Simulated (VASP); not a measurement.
BAs:

```
CELL_PARAMETERS angstrom
0.00000 2.38850 2.38850
2.38850 0.00000 2.38850
2.38850 2.38850 0.00000
ATOMIC_POSITIONS crystal
B 0.00000 0.00000 0.00000
As 0.25000 0.25000 0.25000
```

Base run:

| Property | Result |
| --- | --- |
| Program | VASP 6.6.1 |
| Functional | PBE |
| Potentials or basis | VASP PAW PBE potentials, release 64 (B, As) |
| Cutoff | 520 eV |
| k mesh | 6 × 6 × 6 |
| Occupations | gaussian, width 0.02 eV |
| Spin | no spin polarisation |

Its results: band gap on the k mesh 1.27 eV, indirect (least direct gap 3.27 eV); pressure 3.5 GPa.

Q: The run is repeated on the same cell with these changes: cutoff from 520 eV to 400 eV; k mesh from 6 × 6 × 6 to 8 × 8 × 8. What comes out?

A: Band gap on the k mesh 1.19 eV, indirect (least direct gap 3.28 eV); pressure 3.4 GPa.

A k mesh can miss the band edges.

Not every run made on this cell is shown here.
